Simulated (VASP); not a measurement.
The input files of a VASP run:

**INCAR**
```
! general
SYSTEM        = La2GeI2
PREC          = Accurate
ENCUT         = 300
LREAL         = .FALSE.
LASPH         = .TRUE.

! electronic loop
EDIFF         = 1E-6
NELM          = 100
ALGO          = Normal
LMAXMIX       = 6

! smearing
ISMEAR        = -1
SIGMA         = 0.1

! functional
GGA           = PS
GGA_COMPAT    = .FALSE.

! spin
MAGMOM        = 15*0.0
LSORBIT       = .TRUE.
LNONCOLLINEAR = .TRUE.

! ions
ISIF          = 2

! output
LWAVE         = .FALSE.
LCHARG        = .FALSE.
LORBIT        = 11
```

**POSCAR**
```
La2GeI2
1
    4.4510000000     0.0000000000     0.0000000000
   -2.2255000000     3.8546790000     0.0000000000
    0.0000000000     0.0000000000    10.8680000000
Ge I La
1 2 2
Direct
  0.0000000000   0.0000000000   0.5000000000
  0.3333330000   0.6666670000   0.8444100000
  0.6666670000   0.3333330000   0.1555900000
  0.3333330000   0.6666670000   0.3453400000
  0.6666670000   0.3333330000   0.6546600000
```

**KPOINTS**
```
Automatic mesh
0
Gamma
6 6 3
0 0 0
```

POTCAR, in this order: Ge_d I La (PBE.64 set). Program: vasp_ncl.

**Question.** Translate this PBEsol+SOC calculation to Quantum ESPRESSO's pw.x.

**Answer.** One equivalent input (not run):
```
&CONTROL
  calculation = 'scf'
  pseudo_dir = './pseudo'
  outdir = './out'
  tprnfor = .true.
  tstress = .true.
/
&SYSTEM
  ibrav = 0
  nat = 5
  ntyp = 3
  ecutwfc = 110
  occupations = 'smearing'
  smearing = 'fermi-dirac'
  degauss = 0.00735
  input_dft = 'pbesol'
  noncolin = .true.
  lspinorb = .true.
/
&ELECTRONS
  conv_thr = 7.3e-08
  electron_maxstep = 100
/
ATOMIC_SPECIES
  Ge 72.630 Ge.upf
  I 126.904 I.upf
  La 138.905 La.upf
CELL_PARAMETERS angstrom
     4.4510000    0.0000000    0.0000000
    -2.2255000    3.8546790    0.0000000
     0.0000000    0.0000000   10.8680000
ATOMIC_POSITIONS crystal
  Ge   0.0000000  0.0000000  0.5000000
  I    0.3333330  0.6666670  0.8444100
  I    0.6666670  0.3333330  0.1555900
  La   0.3333330  0.6666670  0.3453400
  La   0.6666670  0.3333330  0.6546600
K_POINTS automatic
  6 6 3 0 0 0
```
Limits of the translation: the potentials are each code's own (VASP's PAW set, PseudoDojo norm-conserving files, fully relativistic, in pw.x), so ENCUT and ecutwfc are chosen apart and not converted; conv_thr bounds pw.x's estimated SCF error, while EDIFF bounds the energy change between steps.

The structure comes from a measured La2GeI2 entry of the Crystallography Open Database, whose conditions weren't checked. The cell was not relaxed at this level. The run is one of a series of settings (GGA_COMPAT = .FALSE., LNONCOLLINEAR = .TRUE., LSORBIT = .TRUE., MAGMOM = 0.0 0.0 0.0 0.0 0.0 0.0 0.0 0.0 0.0 0.0 0.0 0.0 0.0 0.0 0.0, program vasp_ncl against the base run), some of them coarse on purpose.
